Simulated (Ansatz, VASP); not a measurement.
# HgIr in two plane-wave programs

Wanted: the spread between two codes on one cell, functional and k mesh. The cell is invented: As first built, before any earlier steps moved the atoms (in the runner's words): it takes the ZnIr structure with some of its atoms replaced by other elements, volume scaled by an estimate. It may not be a known or stable phase. The cell is taken from a series of VASP runs on this material, whose earlier steps may have relaxed, scaled or displaced it; both programs get it as it stands.

Calculated with Ansatz 0.2.0; plane waves, with VASP 6.6.1 beside it; band structure at revPBE with D3(BJ), single point at revPBE with D3(BJ) and band structure at revPBE with D3(BJ), spin-orbit coupling.

## 1. The structure

It takes space group P-6m2 (No. 187, hexagonal). The conventional cell has a = 2.878 Å, b = 2.878 Å, c = 4.651 Å, α = 90.00°, β = 90.00°, γ = 120.00°. Nearest to Hg lie 6 Ir at 2.86 Å and 6 Hg at 2.88 Å. Ir has 6 Hg at 2.86 Å and 6 Ir at 2.88 Å nearest. As first built, before any earlier steps moved the atoms (in the runner's words): sites of the ZnIr structure (space group 187) filled with other elements, volume scaled by an estimate. Farther neighbours are not listed.

Coordinates:

```
Hg Ir
1.0
     2.87835    0.00000    0.00000
    -1.43918    2.49273    0.00000
     0.00000    0.00000    4.65067
Hg Ir
1 1
Direct
  0.66667 0.33333 0.50000
  0.00000 0.00000 0.00000
```

## 2. VASP: band structure, revPBE with D3(BJ)

With cell and atoms fixed, the geometry can't cause a difference; cores, projectors, grids and the points listed under the comparison can.

Lines of VASP's logs that name or quote its potential files are left out, and so is its time.

INCAR

```
SYSTEM = HgIr
PREC = Accurate
ENCUT = 400
EDIFF = 1E-06
NELM = 100
ISMEAR = 1
SIGMA = 0.2
LREAL = .FALSE.
ALGO = Normal
GGA = RE
IVDW = 12
NBANDS = 22
LORBIT = 11
LWAVE = .FALSE.
LCHARG = .FALSE.
```

POSCAR

```
HgIr
1.0
    2.8783549287      0.0000000000      0.0000000000
   -1.4391774644      2.4927290308      0.0000000000
    0.0000000000      0.0000000000      4.6506731072
Hg Ir
1 1
Direct
    0.6666666700      0.3333333300      0.5000000000
    0.0000000000      0.0000000000      0.0000000000
```

KPOINTS

```
Automatic mesh
0
Gamma
9 9 5
0 0 0
```

KPOINTS_OPT

```
Line mode
16
Line-mode
Reciprocal
  0.00000000   0.00000000   0.00000000 GAMMA
  0.50000000   0.00000000   0.00000000 M

  0.50000000   0.00000000   0.00000000 M
  0.33333333   0.33333333   0.00000000 K

  0.33333333   0.33333333   0.00000000 K
  0.00000000   0.00000000   0.00000000 GAMMA

  0.00000000   0.00000000   0.00000000 GAMMA
  0.00000000   0.00000000   0.50000000 A

  0.00000000   0.00000000   0.50000000 A
  0.50000000   0.00000000   0.50000000 L

  0.50000000   0.00000000   0.50000000 L
  0.33333333   0.33333333   0.50000000 H

  0.33333333   0.33333333   0.50000000 H
  0.00000000   0.00000000   0.50000000 A

  0.50000000   0.00000000   0.50000000 L
  0.50000000   0.00000000   0.00000000 M

  0.33333333   0.33333333   0.00000000 K
  0.33333333   0.33333333   0.50000000 H
```

PAW data sets: Hg and Ir (PBE family, release 64).

On the command line:

```console
mpirun -np 1 vasp_std
```

Numbers of over 12 decimals in the logs are rounded to 6 here.

Log:

```text
[banner, memory and clock lines left out]
running    1 mpi-ranks, on    1 nodes
 distrk:  each k-point on    1 cores,    1 groups
 distr:  one band on    1 cores,    1 groups

 POSCAR found type information on POSCAR HgIr
 POSCAR found :  2 types and       2 ions
|                                                                             |
|               ----> ADVICE to this user running VASP <----                  |
|                                                                             |
|     You enforced a specific xc type in the INCAR file but a different       |
|     [... a line on the potential file left out ...]
|     I HOPE YOU KNOW WHAT YOU ARE DOING!                                     |
|                                                                             |

 LDA part: xc-table for (Slater+PW92), standard interpolation
 POSCAR, INCAR and KPOINTS ok, starting setup
 FFT: planning ... GRIDC
 FFT: planning ... GRID_SOFT
 FFT: planning ... GRID
 WAVECAR not read
 entering main loop
       N       E                     dE             d eps       ncg     rms          rms(c)
DAV:   1     0.151633255845E+03    0.15163E+03   -0.82661E+03  1616   0.747E+02
DAV:   2    -0.359329428401E+01   -0.15523E+03   -0.14388E+03  1698   0.245E+02
DAV:   3    -0.737182261158E+01   -0.37785E+01   -0.37595E+01  1952   0.437E+01
DAV:   4    -0.739803152331E+01   -0.26209E-01   -0.26203E-01  1836   0.340E+00
DAV:   5    -0.739856130240E+01   -0.52978E-03   -0.52977E-03  1952   0.502E-01    0.143E+01
DAV:   6    -0.695402388712E+01    0.44454E+00   -0.49688E-01  1838   0.953E+00    0.101E+01
DAV:   7    -0.686941161663E+01    0.84612E-01   -0.36685E-01  1896   0.525E+00    0.220E+00
DAV:   8    -0.685355649197E+01    0.15855E-01   -0.74921E-02  1890   0.240E+00    0.118E+00
DAV:   9    -0.685198005735E+01    0.15764E-02   -0.82313E-03  1830   0.104E+00    0.162E-01
DAV:  10    -0.685190828034E+01    0.71777E-04   -0.44450E-04  1896   0.145E-01    0.938E-02
DAV:  11    -0.685191615026E+01   -0.78699E-05   -0.24797E-05  1864   0.466E-02    0.112E-02
DAV:  12    -0.685191773694E+01   -0.15867E-05   -0.22271E-06  1788   0.110E-02    0.519E-03
DAV:  13    -0.685191782650E+01   -0.89561E-07   -0.30570E-07   984   0.531E-03
   1 F= -.92083756E+01 E0= -.92090556E+01  d E =0.204024E-02
 Start KPOINTS_OPT (optional k-point list driver)
k-point batch [1-36\144]
       N       E                     dE             ncg
DAV:   1     0.654249137204E+04   -0.15514E+05     1600
DAV:   2     0.120086060623E+04   -0.53416E+04     1692
DAV:   3     0.106754693345E+04   -0.13331E+03     1940
DAV:   4     0.106661392624E+04   -0.93301E+00     1874
DAV:   5     0.106659425457E+04   -0.19672E-01     1954
DAV:   6     0.106659370574E+04   -0.54884E-03     1982
DAV:   7     0.106659369045E+04   -0.15287E-04     1910
DAV:   8     0.106659369002E+04   -0.42807E-06     1342
[...]
k-point batch [109-144\144]
       N       E                     dE             ncg
DAV:   1     0.654201131078E+04   -0.20620E+05     1632
DAV:   2     0.131314652612E+04   -0.52289E+04     1734
DAV:   3     0.117515029933E+04   -0.13800E+03     1896
DAV:   4     0.117415454935E+04   -0.99575E+00     1832
DAV:   5     0.117413372508E+04   -0.20824E-01     1878
DAV:   6     0.117413311294E+04   -0.61214E-03     2002
DAV:   7     0.117413309682E+04   -0.16121E-04     1828
DAV:   8     0.117413309636E+04   -0.45989E-06     1304
```

From OUTCAR (step 2):

```text
ion  position               nearest neighbor table
   1  0.667  0.333  0.500-   2 2.86   2 2.86   2 2.86   2 2.86   2 2.86   2 2.86
   2  0.000  0.000  0.000-   1 2.86   1 2.86   1 2.86   1 2.86   1 2.86   1 2.86

  LATTYP: Found a hexagonal cell.
 ALAT       =     2.8783549287
 C/A-ratio  =     1.6157399704

 Subroutine GETGRP returns: Found 12 space group operations
 (whereof 12 operations were pure point group operations)

The static configuration has the point symmetry D_3h.

 Found     36 irreducible k-points:

   k-points           NKPTS =     36   k-points in BZ     NKDIM =     36   number of bands    NBANDS=     22

   dimension x,y,z NGX =    20 NGY =   20 NGZ =   30
   dimension x,y,z NGXF=    40 NGYF=   40 NGZF=   60

   ENCUT  =  400.0 eV  29.40 Ry    5.42 a.u.   4.69  4.69  7.58*2*pi/ulx,y,z

   NELECT =      21.0000    total number of electrons

 k-points in reciprocal lattice and weights: Automatic mesh
   0.00000000  0.00000000  0.00000000       0.002
   0.11111111  0.00000000  0.00000000       0.015
   0.22222222 -0.00000000  0.00000000       0.015
   0.33333333 -0.00000000  0.00000000       0.015
   0.44444444 -0.00000000  0.00000000       0.015
   0.11111111  0.11111111  0.00000000       0.015
   0.22222222  0.11111111  0.00000000       0.030
   0.33333333  0.11111111  0.00000000       0.030
   0.44444444  0.11111111  0.00000000       0.015
[...]
0.33333333  0.22222222  0.40000000       0.059
   0.33333333  0.33333333  0.40000000       0.010

 average (electrostatic) potential at core
       1 -37.3313       2 -51.3694

 E-fermi :   6.6102

 k-point     1 :       0.0000    0.0000    0.0000
  band No.  band energies     occupation
    ...
      8       4.3703      2.00000
      9       4.3703      2.00000
     10       5.2923      2.00000
     11       6.5505      1.48120
     12       6.5505      1.48120
     13      10.2717     -0.00000
     14      20.9530      0.00000
     15      23.1846      0.00000
     16      23.5649      0.00000
     17      24.5038      0.00000
    ...

 k-point     2 :       0.1111    0.0000    0.0000
  band No.  band energies     occupation
    ...
      7       2.4453      2.00000
      8       4.1745      2.00000
      9       4.6085      2.00000
     10       4.6779      2.00000
     11       6.5221      1.67148
     12       7.7022     -0.00000
     13      10.2538     -0.00000
     14      20.5630      0.00000
     15      22.2366      0.00000
     16      22.7230      0.00000
    ...

 k-point     3 :       0.2222   -0.0000    0.0000
  band No.  band energies     occupation
    ...
      7       2.8987      2.00000
      8       3.8599      2.00000
      9       4.1229      2.00000
     10       5.5344      2.00000
     11       6.4498      1.98107
     12       9.6813     -0.00000
     13      10.2465     -0.00000
     14      16.6705      0.00000
     15      20.1169      0.00000
     16      22.5187      0.00000
    ...

 Edisp (eV)   -2.35646

  Total       0.00651     0.00651     0.00436    -0.00000     0.00000     0.00000
  in kB       0.31247     0.31247     0.20922    -0.00000     0.00000     0.00000
  external pressure =        0.28 kB  Pullay stress =        0.00 kB

  energy-cutoff  :      400.00
  volume of cell :       33.37
      direct lattice vectors                 reciprocal lattice vectors
     2.878354929  0.000000000  0.000000000     0.347420671  0.200583374  0.000000000
    -1.439177464  2.492729031  0.000000000     0.000000000  0.401166748  0.000000000
     0.000000000  0.000000000  4.650673107     0.000000000  0.000000000  0.215022638

 POSITION                                       TOTAL-FORCE (eV/Angst)
 -----------------------------------------------------------------------------------
      1.43918      0.83091      2.32534         0.000000      0.000000      0.000000
      0.00000      0.00000      0.00000        -0.000000     -0.000000      0.000000
 -----------------------------------------------------------------------------------
    total drift:                               -0.000003      0.000003      0.000000

  FREE ENERGIE OF THE ION-ELECTRON SYSTEM (eV)
  ---------------------------------------------------
  free  energy   TOTEN  =        -9.2083755701 eV

  energy  without entropy=       -9.2104158070  energy(sigma->0) =       -9.20905565

 total charge
# of ion       s       p       d       tot
------------------------------------------
    1        0.753   0.548   9.360  10.661
    2        0.560   0.493   7.019   8.072
--------------------------------------------------
tot          1.313   1.040  16.379  18.732

[... 3 further parts left out ...]
```

The run ends at a pressure of 0.03 GPa.

## 3. Ansatz: band structure, revPBE with D3(BJ)

Ansatz runs on its default PAW (the set named soft_2) files.

The same cell, functional, mesh and smearing now go to Ansatz, which takes its cutoff from its data sets.

input.yaml

```yaml
crystal:
  lattice:
    - [2.8783549287, 0.0, 0.0]
    - [-1.4391774644, 2.4927290308, 0.0]
    - [0.0, 0.0, 4.6506731072]
  atoms:
    - { symbol: Hg, position: [0.66666667, 0.33333333, 0.5] }
    - { symbol: Ir, position: [0.0, 0.0, 0.0] }
hamiltonian:
  xc: revpbe
  pseudopotentials: { kind: paw }
  dispersion: d3bj
kpoints:
  mp_grid: { grid: [9, 9, 5] }
  band_path:
    path:
      - [0.0, 0.0, 0.0]
      - [0.13333, 0.0, 0.0]
      - [0.3, 0.0, 0.0]
      - [0.46667, 0.0, 0.0]
      - [0.46667, 0.06667, 0.0]
      - [0.41111, 0.17778, 0.0]
      - [0.35556, 0.28889, 0.0]
      - [0.28889, 0.28889, 0.0]
      - [0.17778, 0.17778, 0.0]
      - [0.06667, 0.06667, 0.0]
      - [0.0, 0.0, 0.03333]
      - [0.0, 0.0, 0.2]
      - [0.0, 0.0, 0.36667]
      - [0.0, 0.0, 0.5]
      - [0.16667, 0.0, 0.5]
      - [0.3, 0.0, 0.5]
      - [0.46667, 0.0, 0.5]
      - [0.46667, 0.06667, 0.5]
      - [0.41111, 0.17778, 0.5]
      - [0.35556, 0.28889, 0.5]
      - [0.28889, 0.28889, 0.5]
      - [0.17778, 0.17778, 0.5]
      - [0.06667, 0.06667, 0.5]
      - [0.5, 0.0, 0.46667]
      - [0.5, 0.0, 0.3]
      - [0.5, 0.0, 0.13333]
      - [0.33333, 0.33333, 0.0]
      - [0.33333, 0.33333, 0.16667]
      - [0.33333, 0.33333, 0.33333]
      - [0.33333, 0.33333, 0.5]
    npoints: 1
scf:
  occupations: { method: methfessel_paxton, width: 0.2 }
  n_extra_bands: 7
output:
  forces: true
  stress: true
  eigenvalues: true
```

On the command line:

```console
ansatz run input.yaml --threads 2 --pin off --max-ram 4608MiB --backend cpu --events-out ev --progress --plain --runs-dir out
```

Log:

```text
scf.n_extra_bands = 7 over 19 filled bands (N_el = 37.0): the run solves 26 bands
Engine: ansatz 0.2.0, aarch64-unknown-linux-gnu
Pseudopotentials: kind: paw
Pseudopotential: Hg, paw, valence charge 20, recommended cutoff 420 eV (normal), Hg.paw.azcp
Pseudopotential: Ir, paw, valence charge 17, recommended cutoff 420 eV (normal), Ir.paw.azcp
Functional definition: revPBE
  parameter kappa = 1.245
  parameter beta = 0.066725
  exchange = pbe_x(kappa = kappa, mu = beta*pi^2/3)
  correlation = pbe_c(beta = beta)
Crystal: 2 atoms, lattice volume = 33.368 Å³
Basis set: ecut = 420 eV, 663 PW (Γ), exchange–correlation on 40×40×64 points (8 copies of the dense FFT grid, shifted against one another)
Bands: 26, of which v1, the nominal top of the filled ones, is band 19 counted from 1 (18 counted from 0)
Symmetry: 12 space group operations
Space group: P-6m2 (ITA 187), of the structure as read, at distance tolerance 3.2e-5 Å
k-points: 36 of 405 (time reversal used)
Non-local potential: Hg, projectors of the file, l = 0: 3, l = 1: 2, l = 2: 2, l = 3: 1
Non-local potential: Ir, projectors of the file, l = 0: 3, l = 1: 2, l = 2: 2, l = 3: 1
PAW form: soft (Blöchl's): semilocal exchange-correlation on the pseudo side does not see the compensation charge
PAW frozen core: Hg, regenerated for the run's functional, and the local potential with it (the file was generated under x = pbe(κ = 0.804, μ = 0.219515), c = pbe(β = 0.066725))
PAW frozen core: Ir, regenerated for the run's functional, and the local potential with it (the file was generated under x = pbe(κ = 0.804, μ = 0.219515), c = pbe(β = 0.066725))
PAW one-centre angular grid: Hg, 590 points (default); XC on 64 Gauss nodes
PAW one-centre angular grid: Ir, 590 points (default); XC on 64 Gauss nodes
Initial density: superposition of atomic densities (neutral atoms: chi_scale 0, normalization atom), corrected by the library's trained network
Initial wavefunctions: pseudopotential atomic-orbital guess
Functional: x = revpbe(κ = 1.245, μ = 0.219515), c = pbe(β = 0.066725)
SCF iter   1: F=—  HF=-25769.863575 eV  |F-HF|=—  |Δ(HF+E_count)|=         —  Δρ=9.00e-3  dr2=2.14e-2  ethr=1.77e-3  ⟨swp⟩=4.3  Hψ=3590  notcnv=0  defer=6
preconditioner: auto → Kerker (q_TF=auto, 2.776 Å⁻¹)  [metal: Δε(μ)=0.122 eV  Ē_g=14.454 eV  σ=0.200 eV  W_gap=0.46  n_scr=10 (ndim 8)  ℏωp=29.5 eV  f_vac=0.000  D(μ)=1.40/eV (n_scr^D=10)]
SCF iter   2: F=—  HF=-25769.861894 eV  |F-HF|=—  |Δ(HF+E_count)|=   1.68e-3  S|Δr|=    0.00e0  Δρ=4.53e-3  dr2=6.77e-3  ethr=5.79e-5  ⟨swp⟩=1.0  Hψ=1224  notcnv=0  defer=5
SCF iter   3: F=—  HF=-25769.861144 eV  |F-HF|=—  |Δ(HF+E_count)|=   7.50e-4  S|Δr|=    0.00e0  Δρ=9.14e-4  dr2=4.51e-4  ethr=1.83e-5  ⟨swp⟩=2.1  Hψ=1156  notcnv=0  defer=5
SCF iter   4: F=—  HF=-25769.861050 eV  |F-HF|=—  |Δ(HF+E_count)|=   9.36e-5  S|Δr|=    0.00e0  Δρ=2.33e-4  dr2=3.89e-5  ethr=1.22e-6  ⟨swp⟩=1.8  Hψ=1010  notcnv=0  defer=5
SCF iter   5: F=—  HF=-25769.861033 eV  |F-HF|=—  |Δ(HF+E_count)|=   1.67e-5  S|Δr|=    0.00e0  Δρ=7.65e-5  dr2=2.07e-6  ethr=1.05e-7  ⟨swp⟩=2.4  Hψ=1178  notcnv=0  defer=5
SCF iter   6: F=—  HF=-25769.861033 eV  |F-HF|=—  |Δ(HF+E_count)|=   8.10e-8  S|Δr|=    0.00e0  Δρ=1.92e-5  dr2=1.11e-7  ethr=5.61e-9  ⟨swp⟩=2.3  Hψ=1188  notcnv=0  defer=5
SCF iter   7: F=-25769.861033 eV  HF=-25769.861033 eV  |F-HF|=3.51e-9  |Δ(HF+E_count)|=  3.57e-10  S|Δr|=    0.00e0  Δρ=5.82e-6  dr2=7.12e-9  ethr=2.70e-10  ⟨swp⟩=8.0  Hψ=3612  notcnv=0
SCF 1 converged in 7 iterations: F = -25769.861033 eV  dr2 = 7.12e-9
  greatest PAW one-centre occupation: 1.000 electrons in one spin orbital (limit 2), on the Hg atom at site 0 (counted from 0), in its partial waves of l = 0
NSCF: frozen V_eff on 30 k-points
SCF converged after 7 iterations
Stability not checked: this state was not tested for a lower state beside it, because cold or Methfessel-Paxton smearing, or corrected tetrahedra, fill the levels in a way that the test cannot read (fill_not_monotonic; see scf.lower_state_search)
Free energy (F): -25769.861033 eV
Harris-Foulkes:  -25769.861033 eV  (|F-HF|=3.51e-9)
Internal energy: -25769.864377 eV  (E = F + TS)
E sigma→0 (E₀):  -25769.861869 eV
Entropy (-TS):   0.003344 eV (1.672 meV/atom)
Fermi energy:    21.723018 eV
--- Per-component energies (eV) ---
  E_band       = -391.654810
  E_kinetic    = 1229.194308
  E_local      = -3228.357784  (includes V_loc(G=0)·N_el)
  E_nonlocal   = 143.826152
  E_hartree    = 1348.694839
  E_xc         = -489.590076
  E_vxc        = -563.512486  (∫ρ·V_xc dr)
  E_paw        = -19186.725113  (= ΣΔE_a)
  E_vpaw       = -670.198205  (= ΣTr[D̂ρ^β])
  E_aug_tail   = 0.001042  (compensation charges beyond the density's cutoff)
  E_ewald      = -5584.485934
  E_disp       = -2.356798  (pairwise vdW)
  E_core_change = -0.065013  (= ΣΔE_core)
  E_smearing   = 0.003344  (= −TS)
  E_closure    = 0.000000  (closes the sum)
  Σ components = -25769.861033   (vs F -25769.861033, Δ=0.00e0)
--- Forces (eV/Å), atoms counted from 1 ---
  atom   1  Hg     0.00000000    -0.00000000     0.00000000
  atom   2  Ir    -0.00000000     0.00000000     0.00000000
  max |Σ_I F_I| component: 3.70e-17 eV/Å
--- Stress (GPa, compression-positive) ---
       -1.334894      -0.000000       0.000000
       -0.000000      -1.334894       0.000000
        0.000000       0.000000      -1.655018
  P = ⅓ Tr σ = -1.4416 GPa (-14.416 kbar)
--- Band table (eV; the first three rows and the last of 36) ---
  k-point 0: bands = [... 15 lower, 19.4852, 19.4852, 20.3946, 21.6439, 21.6439, 25.3881, 35.3302, 37.3700, ... 3 higher]
  k-point 1: bands = [... 15 lower, 19.2935, 19.5461, 19.5461, 21.6388, 21.6388, 27.4936, 34.8512, 37.0447, ... 3 higher]
  k-point 2: bands = [... 15 lower, 18.5286, 19.6583, 19.6583, 21.6156, 21.6156, 31.2427, 34.3794, 35.9772, ... 3 higher]
  k-point 35: bands = [... 15 lower, 18.8055, 19.4122, 21.1470, 24.5389, 25.0908, 26.7549, 27.3520, 28.0272, ... 3 higher]
```

Elapsed: 4.3 s, on 2 threads of Arm Neoverse N1, shared host; peak memory 0.31 GiB.

The column dr2 measures how far the density is from self-consistency, as an energy; F and HF (Harris–Foulkes) agree once it is small.

## 4. Comparison

Known differences besides the potentials themselves: the data sets hold 37 valence electrons in Ansatz (default PAW (the set named soft_2) files) and 21 in VASP; the cutoff is 420 eV in Ansatz and 400 eV in VASP; Ansatz makes its cores anew for this functional, VASP keeps those of its PBE data sets; VASP leaves aspherical gradient terms in its spheres out (LASPH is not set), Ansatz keeps them. Total energies have different zeros and are not compared.

Both answers:

| quantity | Ansatz | VASP | difference |
| --- | --- | --- | --- |
| pressure (GPa) | -1.44 | 0.03 | -1.47 |
| pressure without Ansatz's Pulay correction (GPa) | -1.51 | 0.03 | -1.54 |

Levels from 3 eV below to 2 eV above the Fermi level differ by 13 meV r.m.s. and 27 meV at most; each VASP level is matched to the nearest of Ansatz, which flatters the figure a little. Ansatz's pressure holds a Pulay correction of 0.07 GPa; VASP's holds none.

## 5. What the set-up changes

Further runs change the set-up of one program: Ansatz's method, potentials or start, or VASP's data sets, cutoff or form of LDA. The table gives Ansatz less VASP for each quantity, since a change that brings one quantity closer may part another.

| run | pressure (GPa) |
| --- | --- |
| as above | -1.5 |
| Ansatz's larger PAW set (cutoff 1000 eV) | -1.4 |
| norm-conserving potentials (cutoff 925 eV) | -1.4 |

(Part 1 of 2 ends here.)

[Lines on the potential files, build, host, timing and source positions are cut from VASP's logs without a mark.]

[Logs are printed without paths, hosts, clocks, repeated set-up lines and the standing remarks that a program may print on its own settings, such as how far it seeks lower states.]

[Hosts, paths, dates, database ids (printed as entryN), source tags and the programs' standing remarks are cut or masked in the printed files.]
